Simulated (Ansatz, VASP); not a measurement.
Two plane-wave programs on RbIr3

The input INCAR:

```
PREC     = Accurate       # precision mode
ENCUT    = 600            # plane-wave cutoff, eV
EDIFF    = 1E-7           # SCF threshold, eV
ISMEAR   = 0              # smearing method
SIGMA    = 0.1            # smearing width, eV
LREAL    = F              # projectors in reciprocal space
LASPH    = T              # aspherical terms in the spheres
NELM     = 60             # most SCF steps
ALGO     = Normal         # electronic algorithm
ISIF     = 3              # what is computed and relaxed
LWAVE    = F              # write WAVECAR
LCHARG   = F              # write CHGCAR
GGA      = PE             # functional
IBRION   = 2              # ionic algorithm
NSW      = 90             # ionic steps
EDIFFG   = -0.04          # ionic threshold
```

Contents of KPOINTS:

```
regular mesh
0
Gamma
  4 4 4
```

The input POSCAR:

```
RbIr3
1.0
    4.4216870400      0.0000000000      0.0000000000
    0.0000000000      4.4216870400      0.0000000000
    0.0000000000      0.0000000000      4.4216870400
Rb Ir
1 3
Direct
    0.0000000000      0.0000000000      0.0000000000
    0.5000000000      0.0000000000      0.5000000000
    0.0000000000      0.5000000000      0.5000000000
    0.5000000000      0.5000000000      0.0000000000
```

Input for Ansatz:

```yaml
crystal:
  lattice:
    - [4.42168704, 0.0, 0.0]
    - [0.0, 4.42168704, 0.0]
    - [0.0, 0.0, 4.42168704]
  atoms:
    - { symbol: Rb, position: [0.0, 0.0, 0.0] }
    - { symbol: Ir, position: [0.5, 0.0, 0.5] }
    - { symbol: Ir, position: [0.0, 0.5, 0.5] }
    - { symbol: Ir, position: [0.5, 0.5, 0.0] }
basis:
  ecutwfc: 420
kpoints:
  mp_grid: { grid: [4, 4, 4] }
hamiltonian:
  xc: pbe
scf:
  occupations: { method: gaussian, width: 0.1 }
  lower_state_search: "off"
output:
  forces: true
  stress: true
  eigenvalues: true
relax:
  adjacent_minimum: "off"
  f_tol: 0.04
  max_steps: 70
  cell: { stress_tol: 0.4 }
```

Change from the starting cell: species swapped into the LaIn3 type (Pm-3m, No. 221).

Alike in both runs: task relaxation of cell and atoms; functional PBE; k mesh 4 × 4 × 4; occupations gaussian, width 0.1 eV; no spin polarisation.

```csv
,VASP,Ansatz
version,VASP 6.6.1,Ansatz 0.2.0
potentials or method,"VASP PAW PBE potentials, release 64 (Rb_sv, Ir)","scalar-relativistic, plane waves, PAW"
plane-wave cutoff (eV),600,420
valence electrons in the cell,36,60
```

|  | VASP | Ansatz | Ansatz less VASP |
| --- | --- | --- | --- |
| gap on the k mesh at the Fermi level, each at its own relaxed structure (eV) | none | none | - |
| relaxed volume (Å³/atom) | 18.01 | 17.95 | -0.067 |
| relaxed cell length with the largest relative difference (Å) | 4.161 | 4.156 | -0.0051 |
| energy change over the relaxation (meV/atom) | -209 | -219 | -10.2 |

A gap of «none» marks a metal or a gap that the smearing closes. The two sets of potentials don't hold the same shells in valence.

Caveats: the volume moved by over 15 % at a fixed basis, so the end points are rough (VASP). The runs have no spin-orbit coupling, so splittings on Ir are missing.
